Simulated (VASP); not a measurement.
All values below come from LDA (Ceperley-Alder, Perdew-Zunger), VASP's LDA PAW potentials (set 64) (plane waves; VASP 6.6.1).

VASP input:

KPOINTS:
```
k-points along high-symmetry lines
10
Line-mode
Reciprocal
  0.000000   0.000000   0.000000 ! GAMMA
  0.000000   0.500000   0.000000 ! X

  0.000000   0.500000   0.000000 ! X
  0.500000   0.500000   0.000000 ! M

  0.500000   0.500000   0.000000 ! M
  0.000000   0.000000   0.000000 ! GAMMA

  0.000000   0.000000   0.000000 ! GAMMA
  0.000000   0.000000   0.500000 ! Z

  0.000000   0.000000   0.500000 ! Z
  0.000000   0.500000   0.500000 ! R

  0.000000   0.500000   0.500000 ! R
  0.500000   0.500000   0.500000 ! A

  0.500000   0.500000   0.500000 ! A
  0.000000   0.000000   0.500000 ! Z

  0.000000   0.500000   0.000000 ! X
  0.000000   0.500000   0.500000 ! R

  0.500000   0.500000   0.000000 ! M
  0.500000   0.500000   0.500000 ! A
```

POSCAR:
```
TiO2
1
    4.5535610722     0.0000000000     0.0000000000
    0.0000000000     4.5535610722     0.0000000000
    0.0000000000     0.0000000000     2.9236567589
Ti O
2 4
Direct
  0.0000000000   0.0000000000   0.0000000000
  0.5000000000   0.5000000000   0.5000000000
  0.3039999614   0.3039999614   0.0000000000
  0.8039999614   0.1960000386   0.5000000000
  0.1960000386   0.8039999614   0.5000000000
  0.6960000386   0.6960000386   0.0000000000
```

INCAR:
```
ALGO = Normal
EDIFF = 1E-7
ENCUT = 520
ICHARG = 11
ISMEAR = 0
LASPH = T
LCHARG = F
LMAXMIX = 4
LORBIT = 11
LREAL = F
LWAVE = F
NELM = 100
PREC = Accurate
SIGMA = 0.05
SYSTEM = TiO2
```

POTCAR, in this order: Ti_sv O (LDA.64 set). Program: vasp_std. Read from the step before: CHGCAR.

The resulting files:

### OSZICAR
```
       N       E                     dE             d eps       ncg     rms          rms(c)
DAV:   1     0.608773388863E+03    0.60877E+03   -0.25827E+04  5040   0.206E+03
DAV:   2     0.406956240585E+02   -0.56808E+03   -0.55118E+03  5232   0.577E+02
DAV:   3    -0.520975190608E+02   -0.92793E+02   -0.87781E+02  8320   0.191E+02
DAV:   4    -0.580251401892E+02   -0.59276E+01   -0.58576E+01  6780   0.492E+01
DAV:   5    -0.582908176635E+02   -0.26568E+00   -0.26506E+00  7104   0.847E+00
DAV:   6    -0.582954542459E+02   -0.46366E-02   -0.46337E-02  6628   0.119E+00
DAV:   7    -0.582956009254E+02   -0.14668E-03   -0.14657E-03  7112   0.182E-01
DAV:   8    -0.582956042962E+02   -0.33707E-05   -0.33698E-05  6632   0.226E-02
DAV:   9    -0.582956044777E+02   -0.18153E-06   -0.18150E-06  6264   0.387E-03
DAV:  10    -0.582956044872E+02   -0.95260E-08   -0.95286E-08  3668   0.685E-04
   1 F= -.58295604E+02 E0= -.58295604E+02  d E =-.506319E-18
```

### OUTCAR
```
 val. band max:        4.8731987693   @ k =   0.0000   0.0000   0.0000

 cond. band min:       6.6908715095   @ k =   0.0000   0.0000   0.0000



 k-point     1 :       0.0000    0.0000    0.0000
  band No.  band energies     occupation
      1     -51.2240      2.00000
      2     -51.2023      2.00000
      3     -27.9650      2.00000
      4     -27.9650      2.00000
      5     -27.7726      2.00000
      6     -27.7726      2.00000
      7     -27.7317      2.00000
      8     -27.6915      2.00000
      9     -13.1968      2.00000
     10     -11.9324      2.00000
     11     -11.0961      2.00000
     12     -11.0961      2.00000
     13      -1.1039      2.00000
     14      -0.6962      2.00000
     15      -0.3843      2.00000
     16       0.9309      2.00000
     17       0.9309      2.00000
     18       2.2149      2.00000
     19       2.2149      2.00000
     20       2.8555      2.00000
     21       4.1742      2.00000
     22       4.4001      2.00000
     23       4.4001      2.00000
     24       4.8732      2.00000
     25       6.6909      0.00000
     26       6.9754      0.00000
     27       7.2847      0.00000
     28       7.3852      0.00000

 k-point     2 :       0.0000    0.0556    0.0000
  band No.  band energies     occupation
      1     -51.2238      2.00000
      2     -51.2024      2.00000
      3     -27.9638      2.00000
      4     -27.9636      2.00000
      5     -27.7741      2.00000
      6     -27.7740      2.00000
      7     -27.7314      2.00000
      8     -27.6918      2.00000
      9     -13.1847      2.00000
     10     -11.9319      2.00000
     11     -11.1098      2.00000
     12     -11.1013      2.00000
     13      -1.0813      2.00000
     14      -0.6823      2.00000
     15      -0.3632      2.00000
     16       0.9324      2.00000
     17       0.9336      2.00000
     18       2.1924      2.00000
     19       2.2108      2.00000
     20       2.8559      2.00000
     21       4.1511      2.00000
...
```

The density is held fixed in this step, so its total energy and stress have no physical meaning.

The compound is TiO2 in the rutile structure. It was relaxed first.
